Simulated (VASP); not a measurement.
## VS (space group Pnma): computed properties

All values below come from LDA (Ceperley-Alder, Perdew-Zunger), VASP's LDA PAW potentials (set 64) (plane waves; VASP).

| Quantity | Result |
|---|---|
| space group | Pnma (62) |
| cell | a = 5.7197 Å, b = 3.1233 Å, c = 5.6644 Å, α = 90.00°, β = 90.00°, γ = 90.00° |
| volume per atom | 12.65 Å³/atom |
| band gap (over mesh and band path) | none (metal, semimetal or under 0.01 eV) |
| density | 5.45 g/cm³ |

Space group Pnma (No. 62); a = 5.7197 Å, b = 3.1233 Å, c = 5.6644 Å, α = β = γ = 90.00°

| atom | site | symmetry | x | y | z |
|---|---|---|---|---|---|
| V | 4c | .m. | 0.0100 | 0.7500 | 0.1994 |
| S | 4c | .m. | 0.2817 | 0.2500 | 0.0762 |

The structure comes from a computed database's VS entry (Pnma); how it stands against other phases isn't given here. It was relaxed first, which changed the volume by -7 %. Symmetry was kept, so distortions that lower it aren't found. The run is not spin-polarised, so no magnetic state was tried.
